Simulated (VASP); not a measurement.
Input:

```
CELL_PARAMETERS angstrom
      4.86707     0.00000     0.00000
      0.00000     4.86707     0.00000
      0.00000     0.00000     3.30285
ATOMIC_POSITIONS crystal
  Mn 0.00000 0.00000 0.00000
  Mn 0.50000 0.50000 0.50000
  F  0.30409 0.30409 0.00000
  F  0.80409 0.19591 0.50000
  F  0.19591 0.80409 0.50000
  F  0.69591 0.69591 0.00000
```
Starting moments (μB, in the order of the record's atoms Mn Mn F F F F): 4.6 -4.6 0.0 0.0 0.0 0.0.

Level of theory: revTPSS meta-GGA, VASP's PBE PAW potentials (set 64) (plane waves; VASP 6.6.1). Numerical set-up: 520 eV cut-off, 5×5×8 Γ-centred mesh, tetrahedra with Blöchl corrections, potentials Mn_pv F.

Question: Give the spin-up energies of bands 18 to 31 at the high-symmetry points, in eV from the valence-band maximum.

Answer: 
```csv
band,Γ,Y,C0,Z,A0,T,S,R
18,-5.37,-4.88,-4.88,-5.18,-5.15,-5.15,-5.12,-5.37
19,-4.49,-4.71,-4.71,-4.85,-4.38,-4.38,-4.98,-4.71
20,-4.11,-4.59,-4.59,-4.74,-4.32,-4.32,-4.91,-4.63
21,-4.09,-4.56,-4.56,-4.61,-4.22,-4.22,-4.16,-4.33
22,-3.79,-4.44,-4.44,-4.50,-4.20,-4.20,-4.13,-4.29
23,-1.68,-1.68,-1.68,-1.49,-1.53,-1.53,-1.63,-1.54
24,-1.45,-1.44,-1.44,-1.43,-1.47,-1.47,-1.40,-1.47
25,-1.27,-1.20,-1.20,-1.16,-1.27,-1.27,-1.25,-1.27
26,-0.37,-0.54,-0.54,-0.54,-0.57,-0.57,-0.08,-0.65
27,-0.06,-0.06,-0.06,-0.25,-0.08,-0.08,0.00,-0.04
28,2.46,3.12,3.12,3.33,3.31,3.31,3.06,3.31
29,3.05,3.57,3.57,3.37,3.35,3.35,3.52,3.36
30,3.58,3.57,3.57,3.47,3.55,3.55,3.54,3.55
31,3.58,3.73,3.73,4.17,4.08,4.08,4.33,4.16
```

Question: Give the spin-down energies of bands 18 to 31 at the high-symmetry points, in eV from the valence-band maximum.

Answer: 
```csv
band,Γ,Y,C0,Z,A0,T,S,R
18,-5.37,-4.88,-4.88,-5.18,-5.15,-5.15,-5.12,-5.37
19,-4.49,-4.71,-4.71,-4.85,-4.38,-4.38,-4.98,-4.71
20,-4.11,-4.59,-4.59,-4.74,-4.32,-4.32,-4.91,-4.63
21,-4.09,-4.56,-4.56,-4.61,-4.22,-4.22,-4.16,-4.33
22,-3.79,-4.44,-4.44,-4.50,-4.20,-4.20,-4.13,-4.29
23,-1.68,-1.68,-1.68,-1.49,-1.53,-1.53,-1.63,-1.54
24,-1.45,-1.44,-1.44,-1.43,-1.47,-1.47,-1.40,-1.47
25,-1.27,-1.20,-1.20,-1.16,-1.27,-1.27,-1.25,-1.27
26,-0.37,-0.54,-0.54,-0.54,-0.57,-0.57,-0.08,-0.65
27,-0.06,-0.06,-0.06,-0.25,-0.08,-0.08,0.00,-0.04
28,2.46,3.12,3.12,3.33,3.31,3.31,3.06,3.31
29,3.05,3.57,3.57,3.37,3.35,3.35,3.52,3.36
30,3.58,3.57,3.57,3.47,3.55,3.55,3.54,3.55
31,3.58,3.73,3.73,4.17,4.08,4.08,4.33,4.16
```

The gap is indirect, 2.46 eV, from the valence maximum at S to the conduction minimum at Γ.

The compound is MnF2 in the rutile structure. It was relaxed first.
